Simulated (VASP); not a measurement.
Given:

```
WSi
1.0
   -1.67549     1.67549     5.67239
    1.67549    -1.67549     5.67239
    1.67549     1.67549    -5.67239
W Si
2 2
Direct
  0.75000   0.75000   0.00000
  0.50000   0.00000   0.50000
  0.16600   0.16600   0.00000
  0.91600   0.41600   0.50000
```

The numbers are results of PBE GGA, VASP's PBE PAW potentials (set 64) (plane waves; VASP), not measurements. Numerical set-up: 300 eV cut-off, 7×7×7 Γ-centred mesh, Gaussian smearing of 0.10 eV, potentials W_sv Si.

At this cut-off the stress carries a Pulay error, which pulls relaxed volumes low.

Question: Give the force on each atom (eV/Å).

Answer: 
```json
[
 {"atom": "W1", "Fx": "0.000", "Fy": "0.000", "Fz": "-0.394"},
 {"atom": "W2", "Fx": "0.000", "Fy": "0.000", "Fz": "-0.394"},
 {"atom": "Si3", "Fx": "0.000", "Fy": "0.000", "Fz": "0.394"},
 {"atom": "Si4", "Fx": "0.000", "Fy": "0.000", "Fz": "0.394"}
]
```

Question: Give the stress tensor in GPa (positive for a compressed cell).

Answer: 
```
 -6.10    0.00    0.00
  0.00   -6.10    0.00
  0.00    0.00  -11.66
```
The pressure is its mean diagonal, -7.95 GPa.

The structure was generated: SiW was put into an ordered model structure, which need not be its known phase. The cell was not relaxed at this level. The k-mesh is coarse (spacing up to 0.38 per Å, 2π included), so the numbers may not be converged in it.
